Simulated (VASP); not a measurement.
Here is the system:

```
TiGe
1.0
    3.58092     0.00000     0.00000
   -1.79046     3.10117     0.00000
    0.00000     0.00000     6.41259
Ti Ge
2 2
Direct
  0.00000   0.00000   0.00000
  0.00000   0.00000   0.50000
  0.33333   0.66667   0.25000
  0.66667   0.33333   0.75000
```

Calculation: r2SCAN meta-GGA, VASP's PBE PAW potentials (set 64) (plane waves; VASP 6.6.1). Numerical set-up: 400 eV cut-off, 11×11×6 Γ-centred mesh, tetrahedra with Blöchl corrections, potentials Ti_sv Ge_d.

The cores are frozen, which limits the accuracy of field gradients.

Task: Give the principal components of the electric field gradient (V/Å²) and the asymmetry η at each nucleus.

Result: 
```json
[
 {"atom": "Ti1", "Vxx": "27.6", "Vyy": "27.6", "Vzz": "-55.1", "η": "0.00"},
 {"atom": "Ti2", "Vxx": "27.6", "Vyy": "27.6", "Vzz": "-55.1", "η": "0.00"},
 {"atom": "Ge3", "Vxx": "19.1", "Vyy": "19.1", "Vzz": "-38.2", "η": "0.00"},
 {"atom": "Ge4", "Vxx": "19.1", "Vyy": "19.1", "Vzz": "-38.2", "η": "0.00"}
]
```

The structure was generated: TiGe was put into the NiAs type (P6_3/mmc), which need not be its known phase. It was relaxed first, which changed the volume by -13 %.
